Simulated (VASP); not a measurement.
```xyz
3
Lattice="0.0000 2.7137 2.6323 2.6323 0.0000 2.6323 2.6323 2.7137 0.0000" Properties=species:S:1:pos:R:3 pbc="T T T"
Ca     0.0000     0.0000     0.0000
F      1.3161     1.3569     1.3161
F      3.9484     4.0706     3.9484
```

Computed with PBEsol GGA, VASP's PBE PAW potentials (set 64) (plane waves; VASP). Numerical set-up: 600 eV cut-off, 6×6×6 Γ-centred mesh, Gaussian smearing of 0.050 eV, potentials Ca_sv F.

Give the stress tensor in GPa (positive for a compressed cell).

```
7.28  0.00  0.00
0.00  3.44  0.00
0.00  0.00  7.28
```
The pressure is its mean diagonal, 6.00 GPa.

The compound is CaF2 in the fluorite structure. This cell was strained or had an atom moved on purpose.
